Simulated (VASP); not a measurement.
Input:

```xyz
2
Lattice="0.0000 2.9100 2.9100 2.9100 0.0000 2.9100 2.9100 2.9100 0.0000" Properties=species:S:1:pos:R:3 pbc="T T T"
Cd     0.0000     0.0000     0.0000
Te     1.4550     1.4550     1.4550
```

The numbers are results of PBEsol GGA, VASP's PBE PAW potentials (set 64) (plane waves; VASP), not measurements. Settings: 500 eV cut-off, 8×8×8 Γ-centred mesh, Gaussian smearing of 0.050 eV, potentials Cd Te.

Unless said otherwise, spin-orbit coupling is left out, though it shifts the bands of the heavy elements here.

### Question
Predict the energy per atom (σ→0), pressure, band gap (on the k-mesh) with the smallest direct gap where there is one.

### Answer

```json
{
 "band gap (on the k-mesh)": "1.56 eV",
 "smallest direct gap (on the k-mesh)": "1.64 eV",
 "energy per atom (σ→0)": "-2.085 eV/atom",
 "pressure": "30.10 GPa"
}
```

The compound is CdTe in the zinc blende structure. It was relaxed first under an external pressure of 30 GPa.
